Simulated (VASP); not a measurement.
NbCuP2, 4 atoms in the cell. The structure is tetragonal, space group P4/mmm (No. 123). The conventional cell has a = 3.479 Å, b = 3.479 Å, c = 5.384 Å, α = 90.00°, β = 90.00°, γ = 90.00°. Nb (site symmetry 4/mmm) is surrounded by 4 P at 2.46 Å and 2 Cu at 2.69 Å. Cu (site symmetry 4/mmm) is surrounded by 4 P at 2.46 Å and 2 Nb at 2.69 Å. P (site symmetry 4/mmm) is surrounded by 4 Cu at 2.46 Å and 2 P at 2.69 Å. P (site symmetry 4/mmm) has 4 Nb at 2.46 Å and 2 P at 2.69 Å as nearest neighbours. The cell was built by a generator and needn't be a form met in nature. The cell isn't the ideal one: random cell by space group and Wyckoff sites (P4/mmm, No. 123).

* Program: VASP 6.6.1
* Task: single point
* Functional: PBE
* Potentials or basis: VASP PAW PBE potentials, release 64 (Nb_sv, Cu, P)
* Cutoff: 520 eV
* k mesh: 6 × 6 × 4
* Occupations: gaussian, width 0.1 eV
* Spin: collinear spin, typed start
* Starting moments: [1.0, 0.0, 0.0, 0.0] μB
* Dipole correction: no
* Further INCAR settings: ALGO = Fast; EDIFF = 1e-06; NBANDS = 29

Potentials or basis: VASP PAW PBE potentials, release 64 (Nb_sv, Cu, P).

Launch:

```bash
$ cat potpaw_PBE.64/Nb_sv/POTCAR potpaw_PBE.64/Cu/POTCAR potpaw_PBE.64/P/POTCAR > POTCAR
$ mpirun -np 1 vasp_std > vasp.out
```

Hardware: 1 thread of Intel(R) Xeon(R) Platinum 8259CL CPU @ 2.50GHz (Skylake/Cascade Lake) (shared host).

Q: How long does it take, and how much memory?

A: It took 3.1 min on 1 thread of Intel(R) Xeon(R) Platinum 8259CL CPU @ 2.50GHz (Skylake/Cascade Lake), with other jobs on the host, peak memory 0.25 GiB. Counts: scf iterations 23, k points 30.
